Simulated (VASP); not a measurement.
Calculation: modified Becke-Johnson potential (mBJ), VASP's PBE PAW potentials (set 64) (plane waves; VASP 6.6.1).

A VASP calculation is set up with these files.

### KPOINTS
```
Automatic mesh
0
Gamma
4 4 4
0 0 0
```

### POSCAR
```
BaHfO3
1
    4.2014504049     0.0000000000     0.0000000000
    0.0000000000     4.2014504049     0.0000000000
    0.0000000000     0.0000000000     4.2014504049
Ba Hf O
1 1 3
Direct
  0.0000000000   0.0000000000   0.0000000000
  0.5000000000   0.5000000000   0.5000000000
  0.5000000000   0.0000000000   0.5000000000
  0.0000000000   0.5000000000   0.5000000000
  0.5000000000   0.5000000000   0.0000000000
```

**INCAR**
```
PREC  =  Accurate
ENCUT  =  520
LMIXTAU  =  .TRUE.
SIGMA  =  0.05   # width (eV)
METAGGA  =  MBJ
NELM  =  200   # most electronic steps
LWAVE  =  .FALSE.
ISIF  =  0
LMAXMIX  =  6   # l cut-off of mixed one-centre charges
ISMEAR  =  0   # Gaussian
ALGO  =  Normal   # blocked Davidson
LASPH  =  .TRUE.
LCHARG  =  .FALSE.
SYSTEM  =  BaHfO3
LREAL  =  .FALSE.   # projection in real space or not
EDIFF  =  1E-6
```

**KPOINTS_OPT**
```
k-points along high-symmetry lines
11
Line-mode
Reciprocal
  0.000000   0.000000   0.000000 ! GAMMA
  0.000000   0.500000   0.000000 ! X

  0.000000   0.500000   0.000000 ! X
  0.500000   0.500000   0.000000 ! M

  0.500000   0.500000   0.000000 ! M
  0.000000   0.000000   0.000000 ! GAMMA

  0.000000   0.000000   0.000000 ! GAMMA
  0.500000   0.500000   0.500000 ! R

  0.500000   0.500000   0.500000 ! R
  0.000000   0.500000   0.000000 ! X

  0.500000   0.500000   0.500000 ! R
  0.500000   0.500000   0.000000 ! M
```

POTCAR, in this order: Ba_sv Hf_pv O (PBE.64 set). Program: vasp_std. Read from the step before: WAVECAR.

What VASP printed:

File OUTCAR:
```
 ion  position               nearest neighbor table
   1  0.000  0.000  0.000-   3 2.97   4 2.97   5 2.97   3 2.97   4 2.97   4 2.97   5 2.97   4 2.97
                             3 2.97   5 2.97   3 2.97   5 2.97   2 3.64   2 3.64   2 3.64   2 3.64
   2  0.500  0.500  0.500-   3 2.10   4 2.10   5 2.10   5 2.10   3 2.10   4 2.10   1 3.64   1 3.64
                             1 3.64   1 3.64   1 3.64   1 3.64   1 3.64   1 3.64
   3  0.500  0.000  0.500-   2 2.10   2 2.10   1 2.97   1 2.97   1 2.97   1 2.97
   4  0.000  0.500  0.500-   2 2.10   2 2.10   1 2.97   1 2.97   1 2.97   1 2.97
   5  0.500  0.500  0.000-   2 2.10   2 2.10   1 2.97   1 2.97   1 2.97   1 2.97
  LATTYP: Found a simple cubic cell.
 ALAT       =     4.2014504049
 Subroutine PRICEL returns:
 Original cell was already a primitive cell.
 Subroutine GETGRP returns: Found 48 space group operations
The static configuration has the point symmetry O_h .
The dynamic configuration has the point symmetry O_h .
 Subroutine INISYM returns: Found 48 space group operations
 Subroutine IBZKPT returns following result:
 Found     10 irreducible k-points:

 Following reciprocal coordinates:
            Coordinates               Weight
  0.000000  0.000000  0.000000      1.000000
  0.250000  0.000000  0.000000      6.000000
  0.500000  0.000000  0.000000      3.000000
  0.250000  0.250000  0.000000     12.000000
...
```

OSZICAR:
```
...
DAV: 119     0.116657249813E+04    0.11403E-01   -0.78128E-04   566   0.247E-01    0.266E+00
DAV: 120     0.116633273197E+04   -0.23977E+00   -0.37637E-02   502   0.145E+00    0.263E+00
DAV: 121     0.116660982443E+04    0.27709E+00   -0.91187E-03   582   0.792E-01    0.224E+00
DAV: 122     0.116558778254E+04   -0.10220E+01   -0.12942E-01   694   0.235E+00    0.279E+00
DAV: 123     0.116539847612E+04   -0.18931E+00   -0.32318E-02   495   0.140E+00    0.297E+00
DAV: 124     0.116584893708E+04    0.45046E+00   -0.21317E-02   583   0.128E+00    0.277E+00
DAV: 125     0.116670884046E+04    0.85990E+00   -0.10056E-01   530   0.251E+00    0.207E+00
DAV: 126     0.116657276996E+04   -0.13607E+00   -0.60711E-02   460   0.234E+00    0.232E+00
DAV: 127     0.116838179632E+04    0.18090E+01   -0.21411E-01   558   0.354E+00    0.108E+00
DAV: 128     0.116835329399E+04   -0.28502E-01   -0.33831E-02   481   0.172E+00    0.103E+00
DAV: 129     0.116863510040E+04    0.28181E+00   -0.30918E-02   516   0.130E+00    0.977E-01
DAV: 130     0.116875403455E+04    0.11893E+00   -0.86870E-03   551   0.814E-01    0.111E+00
DAV: 131     0.116870144696E+04   -0.52588E-01   -0.72039E-03   460   0.776E-01    0.110E+00
DAV: 132     0.116864052186E+04   -0.60925E-01   -0.29769E+00   502   0.116E+01    0.133E+00
DAV: 133     0.116419664630E+04   -0.44439E+01   -0.40616E+01   565   0.558E+01    0.927E+00
DAV: 134     0.114574989492E+04   -0.18447E+02   -0.16325E+02   740   0.762E+01    0.148E+01
DAV: 135     0.113646783525E+04   -0.92821E+01   -0.13929E+01   664   0.169E+01    0.164E+01
DAV: 136    -0.538756761891E+04   -0.65240E+04   -0.39171E+04   578   0.363E+03    0.501E+01
DAV: 137     0.690063990662E+03    0.60776E+04   -0.17355E+03   556   0.383E+02    0.353E+01
DAV: 138     0.112357299980E+04    0.43351E+03   -0.12324E+03   610   0.203E+02    0.195E+01
DAV: 139     0.114608080611E+04    0.22508E+02   -0.12984E+03   467   0.284E+02    0.134E+01
DAV: 140     0.116472961028E+04    0.18649E+02   -0.80046E+02   496   0.163E+02    0.124E+01
DAV: 141     0.114398775572E+04   -0.20742E+02   -0.21033E+02   556   0.107E+02    0.151E+01
DAV: 142     0.992694503178E+03   -0.15129E+03   -0.87518E+02   607   0.110E+02    0.298E+01
DAV: 143     0.115020040937E+04    0.15751E+03   -0.85050E+02   516   0.489E+02    0.188E+01
DAV: 144     0.115875215146E+04    0.85517E+01   -0.33273E+02   483   0.120E+02    0.123E+01
DAV: 145     0.111013678187E+04   -0.48615E+02   -0.21448E+02   524   0.101E+02    0.187E+01
DAV: 146     0.115595464827E+04    0.45818E+02   -0.23168E+02   532   0.140E+02    0.132E+01
DAV: 147     0.198049527464E+03   -0.95791E+03   -0.70388E+03   534   0.605E+02    0.338E+01
DAV: 148     0.118551778760E+04    0.98747E+03   -0.23835E+03   579   0.279E+02    0.116E+01
DAV: 149     0.117106559592E+04   -0.14452E+02   -0.18719E+02   496   0.853E+01    0.785E+00
DAV: 150     0.118036429806E+04    0.92987E+01   -0.51882E+01   510   0.466E+01    0.444E+00
DAV: 151     0.110532765741E+04   -0.75037E+02   -0.91559E+02   588   0.238E+02    0.150E+01
DAV: 152     0.118266215255E+04    0.77334E+02   -0.56297E+02   474   0.135E+02    0.614E+00
DAV: 153     0.117642600007E+04   -0.62362E+01   -0.78488E+01   502   0.546E+01    0.576E+00
DAV: 154     0.117953836381E+04    0.31124E+01   -0.44373E+01   502   0.494E+01    0.534E+00
DAV: 155     0.118016788109E+04    0.62952E+00   -0.56342E+01   544   0.483E+01    0.529E+00
DAV: 156     0.118037857920E+04    0.21070E+00   -0.30498E+00   530   0.119E+01    0.480E+00
DAV: 157     0.112033536407E+04   -0.60043E+02   -0.76115E+02   623   0.203E+02    0.144E+01
DAV: 158     0.118245446882E+04    0.62119E+02   -0.95892E+02   509   0.160E+02    0.661E+00
DAV: 159     0.117793069491E+04   -0.45238E+01   -0.43690E+01   511   0.323E+01    0.587E+00
DAV: 160     0.117847575461E+04    0.54506E+00   -0.86706E+00   488   0.201E+01    0.588E+00
DAV: 161     0.117977666664E+04    0.13009E+01   -0.22247E+00   544   0.105E+01    0.559E+00
DAV: 162     0.117915463054E+04   -0.62204E+00   -0.21007E+00   544   0.110E+01    0.554E+00
DAV: 163     0.116606845729E+04   -0.13086E+02   -0.10439E+02   598   0.678E+01    0.779E+00
DAV: 164     0.117823570383E+04    0.12167E+02   -0.64527E+01   502   0.453E+01    0.549E+00
DAV: 165     0.117886963862E+04    0.63393E+00   -0.43040E+00   573   0.130E+01    0.515E+00
DAV: 166     0.118211914807E+04    0.32495E+01   -0.36052E+00   565   0.132E+01    0.422E+00
DAV: 167     0.118309034083E+04    0.97119E+00   -0.51461E+00   523   0.165E+01    0.391E+00
DAV: 168     0.118489180066E+04    0.18015E+01   -0.51558E-01   481   0.558E+00    0.336E+00
DAV: 169     0.118251186728E+04   -0.23799E+01   -0.21467E+01   551   0.327E+01    0.399E+00
DAV: 170     0.118607421983E+04    0.35624E+01   -0.58673E+01   558   0.482E+01    0.301E+00
DAV: 171     0.118514075150E+04   -0.93347E+00   -0.14034E+00   488   0.889E+00    0.318E+00
DAV: 172     0.118609440482E+04    0.95365E+00   -0.78251E+00   558   0.195E+01    0.340E+00
DAV: 173     0.118553430424E+04   -0.56010E+00   -0.58832E+00   474   0.163E+01    0.319E+00
DAV: 174     0.118548472289E+04   -0.49581E-01   -0.31988E-02   572   0.138E+00    0.327E+00
DAV: 175     0.118130231466E+04   -0.41824E+01   -0.46031E+01   558   0.487E+01    0.429E+00
DAV: 176     0.118396415086E+04    0.26618E+01   -0.18369E+01   544   0.277E+01    0.369E+00
DAV: 177     0.118952855455E+04    0.55644E+01   -0.32292E+00   495   0.158E+01    0.269E+00
DAV: 178     0.118911580284E+04   -0.41275E+00   -0.62290E+00   572   0.176E+01    0.220E+00
DAV: 179     0.118736453007E+04   -0.17513E+01   -0.54742E+00   474   0.162E+01    0.285E+00
DAV: 180     0.118769598657E+04    0.33146E+00   -0.64343E+01   537   0.573E+01    0.283E+00
DAV: 181     0.116712448059E+04   -0.20572E+02   -0.13957E+02   603   0.750E+01    0.744E+00
DAV: 182     0.118441265812E+04    0.17288E+02   -0.10695E+02   566   0.701E+01    0.366E+00
DAV: 183     0.118376254287E+04   -0.65012E+00   -0.72803E+00   615   0.201E+01    0.315E+00
DAV: 184     0.118800339601E+04    0.42409E+01   -0.45782E+00   544   0.173E+01    0.218E+00
DAV: 185     0.118343535820E+04   -0.45680E+01   -0.19320E+01   562   0.293E+01    0.408E+00
DAV: 186     0.119091815255E+04    0.74828E+01   -0.60192E+01   572   0.481E+01    0.180E+00
DAV: 187     0.119265949208E+04    0.17413E+01   -0.10315E+01   460   0.261E+01    0.256E+00
DAV: 188     0.119262858745E+04   -0.30905E-01   -0.84894E+01   558   0.695E+01    0.353E+00
DAV: 189     0.119546703943E+04    0.28385E+01   -0.59004E+00   516   0.194E+01    0.325E+00
DAV: 190     0.119514918128E+04   -0.31786E+00   -0.21939E+01   492   0.617E+01    0.270E+00
DAV: 191     0.119532233967E+04    0.17316E+00   -0.46278E+00   460   0.218E+01    0.285E+00
DAV: 192     0.120114279480E+04    0.58205E+01   -0.24040E+01   460   0.472E+01    0.487E+00
DAV: 193     0.119722104383E+04   -0.39218E+01   -0.81013E+00   460   0.240E+01    0.438E+00
DAV: 194     0.118550369845E+04   -0.11717E+02   -0.27729E+02   575   0.131E+02    0.585E+00
DAV: 195     0.119565570485E+04    0.10152E+02   -0.40444E+01   474   0.564E+01    0.420E+00
DAV: 196     0.119792798341E+04    0.22723E+01   -0.11453E+01   567   0.272E+01    0.389E+00
DAV: 197     0.110775714080E+04   -0.90171E+02   -0.75907E+02   620   0.185E+02    0.148E+01
DAV: 198     0.116532971428E+04    0.57573E+02   -0.20261E+02   530   0.156E+02    0.117E+01
DAV: 199     0.120761110004E+04    0.42281E+02   -0.86957E+02   569   0.398E+02    0.529E+00
DAV: 200     0.119841274260E+04   -0.91984E+01   -0.82330E+01   628   0.672E+01
   1 F= 0.11984127E+04 E0= 0.11984127E+04  d E =-.115275E-22
       N       E                     dE             ncg
       N       E                     dE             ncg
       N       E                     dE             ncg
       N       E                     dE             ncg
       N       E                     dE             ncg
       N       E                     dE             ncg
       N       E                     dE             ncg
```

**OUTCAR**
```
------------------------ aborting loop EDIFF was not reached (unconverged)  ----------------------------
  volume of cell :       74.16
      direct lattice vectors                 reciprocal lattice vectors
     4.201450405  0.000000000  0.000000000     0.238013044  0.000000000  0.000000000
     0.000000000  4.201450405  0.000000000     0.000000000  0.238013044  0.000000000
     0.000000000  0.000000000  4.201450405     0.000000000  0.000000000  0.238013044
 POSITION                                       TOTAL-FORCE (eV/Angst)
 -----------------------------------------------------------------------------------
      0.00000      0.00000      0.00000         0.000000      0.000000      0.000000
      2.10073      2.10073      2.10073         0.000000      0.000000      0.000000
      2.10073      0.00000      2.10073         0.000000      0.000000      0.000000
      0.00000      2.10073      2.10073         0.000000      0.000000      0.000000
      2.10073      2.10073      0.00000         0.000000      0.000000      0.000000
 -----------------------------------------------------------------------------------
    total drift:                                0.000000     -0.000000     -0.000000
  FREE ENERGIE OF THE ION-ELECTRON SYSTEM (eV)
  ---------------------------------------------------
  free  energy   TOTEN  =      1198.4127425956 eV

  energy  without entropy=     1198.4127425956  energy(sigma->0) =     1198.41274260

     CMBJ =    1.0000

     CMBJA=   -0.0120

     CMBJB=    1.0230

     CMBJE=    0.5000

    CMBJ =    2.0000
```
(Selected blocks of OUTCAR.)

### stdout
```
...
DAV: 196     0.119792798341E+04    0.22723E+01   -0.11453E+01   567   0.272E+01    0.389E+00
DAV: 197     0.110775714080E+04   -0.90171E+02   -0.75907E+02   620   0.185E+02    0.148E+01
DAV: 198     0.116532971428E+04    0.57573E+02   -0.20261E+02   530   0.156E+02    0.117E+01
DAV: 199     0.120761110004E+04    0.42281E+02   -0.86957E+02   569   0.398E+02    0.529E+00
DAV: 200     0.119841274260E+04   -0.91984E+01   -0.82330E+01   628   0.672E+01

 -----------------------------------------------------------------------------
|                                                                             |
|           W    W    AA    RRRRR   N    N  II  N    N   GGGG   !!!           |
|           W    W   A  A   R    R  NN   N  II  NN   N  G    G  !!!           |
|           W    W  A    A  R    R  N N  N  II  N N  N  G       !!!           |
|           W WW W  AAAAAA  RRRRR   N  N N  II  N  N N  G  GGG   !            |
|           WW  WW  A    A  R   R   N   NN  II  N   NN  G    G                |
|           W    W  A    A  R    R  N    N  II  N    N   GGGG   !!!           |
|                                                                             |
|     The electronic self-consistency was not achieved in the given           |
|     number of steps (NELM). The forces and other quantities evaluated       |
|     might not be reliable so examine the results carefully. If you find     |
|     spurious results, we suggest increasing NELM, if you were close to      |
|     convergence or switching to a different ALGO or adjusting the           |
|     density mixing parameters otherwise.                                    |
|                                                                             |
 -----------------------------------------------------------------------------

   1 F= 0.11984127E+04 E0= 0.11984127E+04  d E =-.115275E-22
 Start KPOINTS_OPT (optional k-point list driver)
k-point batch [1-10\66]
       N       E                     dE             ncg
k-point batch [11-20\66]
       N       E                     dE             ncg
k-point batch [21-30\66]
       N       E                     dE             ncg
k-point batch [31-40\66]
       N       E                     dE             ncg
k-point batch [41-50\66]
       N       E                     dE             ncg
k-point batch [51-60\66]
       N       E                     dE             ncg
k-point batch [61-66\66]
       N       E                     dE             ncg
```

The run did not converge; its last values are not results.

mBJ is a potential without an energy functional, so only the levels count.

The compound is BaHfO3 in the cubic perovskite structure. It was relaxed first. The cell's shape comes from a PBE relaxation.
